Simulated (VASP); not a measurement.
Input:

```
CELL_PARAMETERS angstrom
      0.00000     2.35000     2.35000
      2.35000     0.00000     2.35000
      2.35000     2.35000     0.00000
ATOMIC_POSITIONS crystal
  Cd 0.00000 0.00000 0.00000
  O  0.50000 0.50000 0.50000
```

These are PBE GGA, VASP's PBE PAW potentials (set 64) (plane waves; VASP) values and carry that method's errors. Run with PREC = Normal, 500 eV cut-off, 4×4×4 Γ-centred mesh, Gaussian smearing of 0.010 eV, potentials Cd_sv_GW O_GW_new.

Task: What does the run give for the energy per atom (σ→0), pressure, band gap (on the k-mesh) with the smallest direct gap where there is one?

Result: 
| Item | Value |
|---|---|
| band gap (on the k-mesh) | none (metal, semimetal or under 0.01 eV) |
| energy per atom (σ→0) | -375.3 kJ/mol of atoms |
| pressure | 2.30 GPa |

The compound is CdO in the rock salt structure. The cell was not relaxed at this level. The k-mesh is coarse (spacing up to 0.58 per Å, 2π included), so the numbers may not be converged in it.
